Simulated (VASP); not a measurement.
Here is the system:

```yaml
crystal:
  lattice:
    - [0.00000, 2.95198, 2.95198]
    - [2.95198, 0.00000, 2.95198]
    - [2.95198, 2.95198, 0.00000]
  atoms:
    - { symbol: In, position: [0.00000, 0.00000, 0.00000] }
    - { symbol: P, position: [0.25000, 0.25000, 0.25000] }
```

All values below come from G0W0 on PBE orbitals, VASP's PBE PAW potentials (set 64) (plane waves; VASP 6.6.1). Run with PREC = Normal, 500 eV cut-off, 4×4×4 Γ-centred mesh, Gaussian smearing of 0.010 eV, potentials In_d_GW P_GW.

The mesh is coarse and the basis finite, so the quasiparticle values are not converged.

NBANDS = 88, ENCUTGW = 170 eV, NOMEGA = 64. The PBE levels (eV) that the step starts from are:

```tsv
state	KS energy	filling
k1 (0.00, 0.00, 0.00), band 6	-7.63	2
k1 (0.00, 0.00, 0.00), band 7	3.75	2
k1 (0.00, 0.00, 0.00), band 8	3.75	2
k1 (0.00, 0.00, 0.00), band 9	3.75	2
k1 (0.00, 0.00, 0.00), band 10	4.33	0
k1 (0.00, 0.00, 0.00), band 11	7.81	0
k1 (0.00, 0.00, 0.00), band 12	7.81	0
k1 (0.00, 0.00, 0.00), band 13	7.81	0
k2 (0.25, 0.00, 0.00), band 6	-6.97	2
k2 (0.25, 0.00, 0.00), band 7	0.34	2
k2 (0.25, 0.00, 0.00), band 8	3.21	2
k2 (0.25, 0.00, 0.00), band 9	3.21	2
k2 (0.25, 0.00, 0.00), band 10	5.46	0
k2 (0.25, 0.00, 0.00), band 11	8.50	0
k2 (0.25, 0.00, 0.00), band 12	8.50	0
k2 (0.25, 0.00, 0.00), band 13	9.00	0
k7 (0.50, 0.50, 0.00), band 6	-5.34	2
k7 (0.50, 0.50, 0.00), band 7	-1.93	2
k7 (0.50, 0.50, 0.00), band 8	1.49	2
k7 (0.50, 0.50, 0.00), band 9	1.49	2
k7 (0.50, 0.50, 0.00), band 10	5.52	0
k7 (0.50, 0.50, 0.00), band 11	6.00	0
k7 (0.50, 0.50, 0.00), band 12	12.83	0
k7 (0.50, 0.50, 0.00), band 13	13.17	0
```

Question: Give the quasiparticle energies and renormalisation factors Z.

Answer: 
| state | QP energy (eV) | Z |
|---|---|---|
| k1 (0.00, 0.00, 0.00), band 6 | -7.86 | 0.59 |
| k1 (0.00, 0.00, 0.00), band 7 | 3.46 | 0.73 |
| k1 (0.00, 0.00, 0.00), band 8 | 3.46 | 0.73 |
| k1 (0.00, 0.00, 0.00), band 9 | 3.46 | 0.73 |
| k1 (0.00, 0.00, 0.00), band 10 | 4.48 | 0.75 |
| k1 (0.00, 0.00, 0.00), band 11 | 8.01 | 0.74 |
| k1 (0.00, 0.00, 0.00), band 12 | 8.01 | 0.74 |
| k1 (0.00, 0.00, 0.00), band 13 | 8.01 | 0.74 |
| k2 (0.25, 0.00, 0.00), band 6 | -7.25 | 0.63 |
| k2 (0.25, 0.00, 0.00), band 7 | -0.05 | 0.71 |
| k2 (0.25, 0.00, 0.00), band 8 | 2.89 | 0.73 |
| k2 (0.25, 0.00, 0.00), band 9 | 2.89 | 0.73 |
| k2 (0.25, 0.00, 0.00), band 10 | 5.62 | 0.75 |
| k2 (0.25, 0.00, 0.00), band 11 | 8.71 | 0.74 |
| k2 (0.25, 0.00, 0.00), band 12 | 8.71 | 0.74 |
| k2 (0.25, 0.00, 0.00), band 13 | 9.13 | 0.73 |
| k7 (0.50, 0.50, 0.00), band 6 | -5.61 | 0.67 |
| k7 (0.50, 0.50, 0.00), band 7 | -2.34 | 0.68 |
| k7 (0.50, 0.50, 0.00), band 8 | 1.08 | 0.71 |
| k7 (0.50, 0.50, 0.00), band 9 | 1.08 | 0.71 |
| k7 (0.50, 0.50, 0.00), band 10 | 5.44 | 0.76 |
| k7 (0.50, 0.50, 0.00), band 11 | 6.09 | 0.75 |
| k7 (0.50, 0.50, 0.00), band 12 | 12.93 | 0.70 |
| k7 (0.50, 0.50, 0.00), band 13 | 13.38 | 0.69 |
On the mesh the gap opens from 0.58 to 1.03 eV.

The structure comes from a computed database's InP entry (F-43m); how it stands against other phases isn't given here. The cell was not relaxed at this level. The k-mesh is coarse (spacing up to 0.46 per Å, 2π included), so the numbers may not be converged in it.
